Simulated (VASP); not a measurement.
An input for Quantum ESPRESSO's pw.x (written as the equivalent of a VASP run, and not itself run):

```
&CONTROL
  calculation = 'scf'
  pseudo_dir = './pseudo'
  outdir = './out'
  tprnfor = .true.
  tstress = .true.
/
&SYSTEM
  ibrav = 0
  nat = 4
  ntyp = 2
  ecutwfc = 84
  occupations = 'smearing'
  smearing = 'gaussian'
  degauss = 0.003675
  input_dft = 'pbe'
/
&ELECTRONS
  conv_thr = 7.3e-06
  electron_maxstep = 100
/
ATOMIC_SPECIES
  Al 26.982 Al.upf
  N 14.007 N.upf
CELL_PARAMETERS angstrom
     1.5550000   -2.6933390    0.0000000
     1.5550000    2.6933390    0.0000000
     0.0000000    0.0000000    4.9800000
ATOMIC_POSITIONS crystal
  Al   0.6666670  0.3333330  0.5000000
  Al   0.3333330  0.6666670  0.0000000
  N    0.6666670  0.3333330  0.8820000
  N    0.3333330  0.6666670  0.3820000
K_POINTS automatic
  9 9 5 0 0 0
```

**Question.** Translate this input to VASP (INCAR, KPOINTS, POSCAR, choice of POTCAR).

**Answer.** One answer among several that fit: 
**POSCAR**
```
AlN
1
    1.5550000000    -2.6933390000     0.0000000000
    1.5550000000     2.6933390000     0.0000000000
    0.0000000000     0.0000000000     4.9800000000
Al N
2 2
Direct
  0.6666670000   0.3333330000   0.5000000000
  0.3333330000   0.6666670000   0.0000000000
  0.6666670000   0.3333330000   0.8820000000
  0.3333330000   0.6666670000   0.3820000000
```

File KPOINTS:
```
Automatic mesh
0
Gamma
9 9 5
0 0 0
```

**INCAR**
```
SYSTEM = AlN
PREC = Accurate; ENCUT = 520; LREAL = .FALSE.
LASPH = .TRUE.
EDIFF = 1E-4; NELM = 100; ALGO = Normal
ISMEAR = 0; SIGMA = 0.05
GGA = PE
ISIF = 2
LWAVE = .FALSE.; LCHARG = .FALSE.
```

POTCAR, in this order: Al N (PBE.64 set). Program: vasp_std.

The two are equivalent in intent, not identical: the potentials are each code's own (VASP's PAW set, PseudoDojo norm-conserving files in pw.x), so ENCUT and ecutwfc are chosen apart and not converted; conv_thr bounds pw.x's estimated SCF error, while EDIFF bounds the energy change between steps.

The compound is AlN in the wurtzite structure. The cell was not relaxed at this level. The run is one of a series of settings (EDIFF = 1E-4 against the base run), some of them coarse on purpose.
